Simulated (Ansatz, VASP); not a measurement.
# Ta12Al14O51 (aluminium tantalate glass 54Al2O3-46Ta2O5) in two plane-wave programs, part 2 of 2

Aim: how closely do two programs agree when they are given the same cell, functional and k mesh? The structure shown is the end of the Ansatz relaxation below. Other levels of theory on this material are compared in a session of their own.

VASP 6.6.1 and Ansatz 0.2.0.

So far: The starting structure; Ansatz: relaxation, PBE with D3(BJ).

## Step 3: VASP: single point, PBE with D3(BJ)

Level of this step: PBE with D3(BJ); plane waves and PAW (Al, Ta_pv, O) (VASP).

The same cell, functional and mesh now go to VASP, with its own data sets.

Lines of VASP's logs that name or quote its potential files are left out, and so is its time.

The input, INCAR:

```
SYSTEM = Ta12Al14O51
PREC = Accurate
ENCUT = 600
EDIFF = 1E-06
NELM = 120
ISMEAR = 0
SIGMA = 0.01
LREAL = Auto
ALGO = Normal
GGA = PE
IVDW = 12
NBANDS = 296
LASPH = .TRUE.
LORBIT = 11
LWAVE = .FALSE.
LCHARG = .FALSE.
ISIF = 2
GGA_COMPAT = .FALSE.
EFERMI = MIDGAP
NCORE = 2
```

The input, POSCAR:

```
Ta12Al14O51
1.0
   10.2276240000      0.0000000000      0.0000000000
    0.0000000000      9.5310600000      0.0000000000
    0.0000000000      0.0000000000      9.9153890000
Al Ta O
14 12 51
Direct
    0.5692900000      0.6885800000      0.3512300000
    0.7774200000      0.2061600000      0.2827100000
    0.6115700000      0.1565000000      0.5360400000
    0.3238000000      0.8591900000      0.2674200000
    0.5621900000      0.4137500000      0.4835800000
    0.2871000000      0.2047800000      0.5479400000
    0.3629500000      0.4411100000      0.7085600000
    0.4768600000      0.3853300000      0.1900900000
    0.0837600000      0.7360100000      0.5942500000
    0.5270900000      0.1033800000      0.1347700000
    0.8267100000      0.1517700000      0.7280700000
    0.4712900000      0.8972600000      0.8798100000
    0.0613200000      0.2937600000      0.3103900000
    0.2538600000      0.1142300000      0.1526600000
    0.5879300000      0.2672500000      0.8834200000
    0.6473200000      0.5933200000      0.7073800000
    0.8891600000      0.8317400000      0.8221800000
    0.9500000000      0.2112900000      0.0212400000
    0.1622400000      0.0125700000      0.8080200000
    0.7628200000      0.8971100000      0.5388600000
    0.4048500000      0.8586400000      0.5866500000
    0.7971700000      0.8823400000      0.1690400000
    0.2774600000      0.6134300000      0.9999700000
    0.0518100000      0.0057600000      0.4082700000
    0.0780600000      0.3836200000      0.7165300000
    0.0740500000      0.6455800000      0.2452000000
    0.7618300000      0.9528400000      0.7389100000
    0.9155600000      0.7278200000      0.1934800000
    0.5348700000      0.7838400000      0.7410800000
    0.1596500000      0.1921500000      0.4226500000
    0.6839000000      0.0592800000      0.2137700000
    0.0825000000      0.9707000000      0.5866500000
    0.9351100000      0.2857600000      0.6586300000
    0.6500200000      0.7737700000      0.2209400000
    0.0451300000      0.3405700000      0.9032400000
    0.0972000000      0.5938100000      0.0553200000
    0.9267400000      0.0318600000      0.1120100000
    0.4227200000      0.3005200000      0.8135400000
    0.5775300000      0.9731700000      0.5315700000
    0.4754100000      0.5359500000      0.6100300000
    0.6494800000      0.2039900000      0.7092800000
    0.5287700000      0.5053300000      0.3255100000
    0.1812900000      0.9748400000      0.2663300000
    0.2396800000      0.3884400000      0.5940300000
    0.0560400000      0.4745900000      0.3308700000
    0.6160400000      0.4696600000      0.8514500000
    0.0434100000      0.5643500000      0.6571800000
    0.3898100000      0.2251000000      0.2097600000
    0.3819800000      0.7708800000      0.9696500000
    0.5396600000      0.0579200000      0.9505500000
    0.9362100000      0.1708100000      0.3559200000
    0.7903200000      0.0974200000      0.5426600000
    0.2049000000      0.0579800000      0.9822200000
    0.7831600000      0.8511100000      0.9822700000
    0.6639800000      0.7217600000      0.5014100000
    0.7062500000      0.4655300000      0.5811800000
    0.3465400000      0.9569200000      0.7660500000
    0.0828200000      0.7718900000      0.4068500000
    0.6557400000      0.2716500000      0.3920600000
    0.4016300000      0.9772300000      0.1623700000
    0.8589300000      0.3105600000      0.1551700000
    0.8679200000      0.9159900000      0.3731600000
    0.1174000000      0.2382100000      0.1510200000
    0.3286200000      0.0188100000      0.5165800000
    0.2630100000      0.5267400000      0.8287900000
    0.4585900000      0.2625700000      0.5315900000
    0.1879200000      0.1811100000      0.7107000000
    0.4261900000      0.7850800000      0.3930200000
    0.8010000000      0.6577700000      0.8009100000
    0.2549800000      0.7043000000      0.2046400000
    0.2586400000      0.7456500000      0.6063300000
    0.9094000000      0.7928900000      0.6172700000
    0.9686700000      0.0552300000      0.8353800000
    0.5896100000      0.2880600000      0.0858300000
    0.3871600000      0.4889100000      0.0817100000
    0.7922300000      0.2234600000      0.9045500000
    0.0809400000      0.8155400000      0.8153300000
```

The input, KPOINTS:

```
Automatic mesh
0
Gamma
1 1 1
0 0 0
```

Potentials, in the order of the species: Al, Ta_pv and O (PBE family, release 64).

On the command line:

```bash
> mpirun -np 8 vasp_gam
```

Numbers of over 12 decimals in the logs are rounded to 6 here.

What it wrote:

```text
[banner, memory and clock lines left out]
running    8 mpi-ranks, on    1 nodes
[...]
LDA part: xc-table for (Slater+PW92), standard interpolation
 POSCAR, INCAR and KPOINTS ok, starting setup
[...]
entering main loop
       N       E                     dE             d eps       ncg     rms          rms(c)
DAV:   1     0.578598913155E+04    0.57860E+04   -0.31779E+05   600   0.187E+03
DAV:   2    -0.182304942645E+03   -0.59683E+04   -0.57170E+04   728   0.492E+02
DAV:   3    -0.775656181839E+03   -0.59335E+03   -0.58859E+03   672   0.159E+02
DAV:   4    -0.790243236690E+03   -0.14587E+02   -0.14515E+02   688   0.262E+01
[...]
DAV:  17    -0.659963600779E+03    0.27435E-05   -0.24497E-05   728   0.147E-02    0.953E-03
DAV:  18    -0.659963599664E+03    0.11149E-05   -0.13302E-05   648   0.102E-02    0.373E-03
DAV:  19    -0.659963599895E+03   -0.23084E-06   -0.26181E-06   448   0.438E-03
   1 F= -.67381036E+03 E0= -.67381036E+03  d E =0.000000E+00
```

Parts of OUTCAR (step 3):

```text
  FREE ENERGIE OF THE ION-ELECTRON SYSTEM (eV)
  ---------------------------------------------------
  free  energy   TOTEN  =      -673.8103557007 eV

  energy  without entropy=     -673.8103557007  energy(sigma->0) =     -673.81035570

[... 1 further part left out ...]
```

The run ends at a pressure of 0.26 GPa, with forces up to 0.22 eV/Å.

## Step 4: Differences

Known differences besides the potentials themselves: fixed occupations in Ansatz, narrow Gaussian smearing in VASP; the data sets hold 504 valence electrons in Ansatz (on its default PAW (the set named soft_2) files) and 480 in VASP; the cutoff is 420 eV in Ansatz and 600 eV in VASP (PREC = Accurate, projectors in real space). Total energies have different zeros and are not compared.

Both answers:

```csv
quantity,Ansatz,VASP,difference
pressure (GPa),-0.06,0.26,-0.32
gap on the k mesh (eV),3.228,3.190,+0.038
```

Forces on 7 of the 77 atoms, those with the largest forces and the largest differences (eV/Å; atoms numbered as in POSCAR):

```csv
atom,"Ansatz x, y, z","VASP x, y, z"
Ta16,"0.000, -0.008, 0.002","-0.071, 0.197, 0.020"
Ta21,"-0.005, 0.000, 0.000","0.178, -0.060, 0.034"
Ta25,"0.002, -0.002, 0.002","0.168, 0.002, 0.051"
O32,"0.001, 0.001, 0.000","0.044, -0.041, 0.213"
O33,"-0.001, -0.003, 0.000","-0.164, -0.113, -0.054"
O53,"-0.004, -0.002, -0.007","0.044, 0.048, 0.164"
O56,"0.002, 0.002, 0.003","0.072, -0.137, -0.123"
```

The forces differ by 60 meV/Å r.m.s., where the r.m.s. force is 0.003 eV/Å in Ansatz and 0.059 eV/Å in VASP: the atoms lie near their places of rest in Ansatz, so a percentage would say little (all taken over all components). A gap on the mesh is an upper bound, since the band edges may lie between its points; neither run holds spin-orbit coupling, which can move the band edges of a compound of Ta.

## Step 5: Summary of results

| Quantity | Value |
| --- | --- |
| r.m.s. force difference (single point, PBE with D3(BJ)) | 60 meV/Å |

The r.m.s. force difference is 60 meV/Å (single point, PBE with D3(BJ)), beyond the 12 meV/Å picked in this series as the mark of a large difference. The data sets hold unlike numbers of valence electrons (504 in Ansatz and 480 in VASP), so part of the differences comes from the potentials. What causes the difference of the single point, PBE with D3(BJ) pair stays open here. 7 further runs of this series are not shown here. How closely two codes agree says nothing of how well the functional describes the real material.

[Lines on the potential files, build, host, timing and source positions are cut from VASP's logs without a mark.]

[Logs are printed without paths, hosts, clocks, repeated set-up lines and the standing remarks that a program may print on its own settings, such as how far it seeks lower states.]

[Hosts, paths, dates, database ids (printed as entryN), source tags and the programs' standing remarks are cut or masked in the printed files.]
